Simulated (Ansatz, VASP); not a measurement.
**BeC3N3 in VASP and in Ansatz**

Contents of INCAR:

```
ALGO     = Normal         # electronic algorithm
EDIFF    = 1E-6           # SCF threshold, eV
EDIFFG   = -0.04          # ionic threshold
ENCUT    = 600            # plane-wave cutoff, eV
GGA      = PE             # functional
IBRION   = 2              # ionic algorithm
ISIF     = 3              # what is computed and relaxed
ISMEAR   = 0              # smearing method
LASPH    = T              # aspherical terms in the spheres
LCHARG   = F              # write CHGCAR
LREAL    = F              # projectors in reciprocal space
LWAVE    = F              # write WAVECAR
NELM     = 80             # most SCF steps
NSW      = 90             # ionic steps
PREC     = Accurate       # precision mode
SIGMA    = 0.1            # smearing width, eV
```

File KPOINTS:

```
k-points
0
Gamma
  6 6 6
```

File POSCAR:

```
BeC3N3
1.0
    3.6326650615      0.0000000000      0.0000000000
    0.0000000000      3.6326650615      0.0000000000
    0.0000000000      0.0000000000      3.6326650615
Be C N
1 3 3
Direct
    0.0000000000      0.0000000000      0.0000000000
    0.5000000000      0.0000000000      0.0000000000
    0.0000000000      0.5000000000      0.0000000000
    0.0000000000      0.0000000000      0.5000000000
    0.5000000000      0.0000000000      0.5000000000
    0.5000000000      0.5000000000      0.0000000000
    0.0000000000      0.5000000000      0.5000000000
```

Input for Ansatz:

```yaml
crystal:
  lattice:
    - [3.6326650615, 0.0, 0.0]
    - [0.0, 3.6326650615, 0.0]
    - [0.0, 0.0, 3.6326650615]
  atoms:
    - { symbol: Be, position: [0.0, 0.0, 0.0] }
    - { symbol: C, position: [0.5, 0.0, 0.0] }
    - { symbol: C, position: [0.0, 0.5, 0.0] }
    - { symbol: C, position: [0.0, 0.0, 0.5] }
    - { symbol: "N", position: [0.5, 0.0, 0.5] }
    - { symbol: "N", position: [0.5, 0.5, 0.0] }
    - { symbol: "N", position: [0.0, 0.5, 0.5] }
basis:
  ecutwfc: 420
kpoints:
  mp_grid: { grid: [6, 6, 6] }
hamiltonian:
  xc: pbe
scf:
  occupations: { method: gaussian, width: 0.1 }
  lower_state_search: "off"
output:
  forces: true
  stress: true
  eigenvalues: true
relax:
  adjacent_minimum: "off"
  f_tol: 0.04
  max_steps: 70
  cell: { stress_tol: 0.4 }
```

Change from the starting cell: species swapped into the Ca3AsCl3 type (Pm-3m, No. 221).

Alike in both runs: task relaxation of cell and atoms; functional PBE; k mesh 6 × 6 × 6; occupations gaussian, width 0.1 eV; no spin polarisation.

|  | VASP | Ansatz |
| --- | --- | --- |
| version | VASP 6.6.1 | Ansatz 0.2.0 |
| potentials or method | VASP PAW PBE potentials, release 64 (Be, C, N) | scalar-relativistic, plane waves, PAW |
| plane-wave cutoff (eV) | 600 | 420 |
| valence electrons in the cell | 29 | 29 |

Ansatz gave:

```
gap on the k mesh at the Fermi level, each at its own relaxed structure (eV) : none
relaxed volume (Å³/atom)                                                     : 6.74
relaxed cell length with the largest relative difference (Å)                 : 3.614
energy change over the relaxation (meV/atom)                                 : -1
```

Question: Which values does VASP return?

Answer: gap on the k mesh at the Fermi level, each at its own relaxed structure (eV): none; relaxed volume (Å³/atom): 6.72; relaxed cell length with the largest relative difference (Å): 3.610; energy change over the relaxation (meV/atom): -1.

A gap of «none» marks a metal or a gap that the smearing closes.
